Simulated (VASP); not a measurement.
Here is the system:

```yaml
crystal:
  lattice:
    - [0.00000, 2.41392, 2.41392]
    - [2.41392, 0.00000, 2.41392]
    - [2.41392, 2.41392, 0.00000]
  atoms:
    - { symbol: Be, position: [0.00000, 0.00000, 0.00000] }
    - { symbol: S, position: [0.25000, 0.25000, 0.25000] }
```

Level of theory: PBE GGA with D4 dispersion, VASP's PBE PAW potentials (set 64) (plane waves; VASP). Settings: 520 eV cut-off, Gaussian smearing of 0.050 eV, potentials Be S.

**Question.** What does the run give for the band gap (along the path) with the smallest direct gap where there is one?

**Answer.** 
The band gap (along the path) is 3.08 eV. The smallest direct gap (along the path) is 5.65 eV.

Total energies compare only between runs with the same potentials, cut-off and functional.

The compound is BeS in the zinc blende structure. It was relaxed first.
